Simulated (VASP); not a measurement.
**NbTe under changes of volume**

One of the cells (20.591 Å³/atom); the others are scaled copies at fixed shape and fractional positions:

```
Te Nb
1.0
     3.61107    0.00000    0.00000
    -1.80554    3.12728    0.00000
     0.00000    0.00000    3.64675
Te Nb
1 1
Direct
  0.66667 0.33333 0.00000
  0.00000 0.00000 0.50000
```

The cell comes from a database or a generator and needn't be the stable form of this composition.

```yaml
Program: VASP 6.6.1
Functional: LDA
Potentials_or_basis: VASP PAW LDA potentials, release 64 (Te, Nb_sv)
Cutoff: 520 eV
k_mesh: 8 × 8 × 6
Occupations: fermi-dirac, width 0.05 eV
Spin: no spin polarisation
```

| volume (Å³/atom) | energy over the lowest point (meV/atom) | pressure (GPa) |
| --- | --- | --- |
| 19.767 | 15.86 | 6.4 |
| 20.179 | 3.81 | 3.0 |
| 20.591 | 0.00 | 0.0 |
| 21.003 | 3.57 | -2.7 |
| 21.415 | ? | ? |

Question: What does the run at 21.415 Å³/atom give?

Answer: Energy over the lowest point 13.72 meV/atom; pressure -5.1 GPa.

Worked out: A Birch-Murnaghan fit of order 2 (a polynomial in V^(-2/3)) to the other rows has its minimum at 20.59 Å³/atom with B0 = V·E''(V) = 144 GPa at fixed shape and positions, which overstates the stiffness. It gives 13.87 meV/atom at 21.415 Å³/atom, against the run's 13.72, and -dE/dV = -5.2 GPa, against -5.1.

Energies are extrapolated to zero smearing.
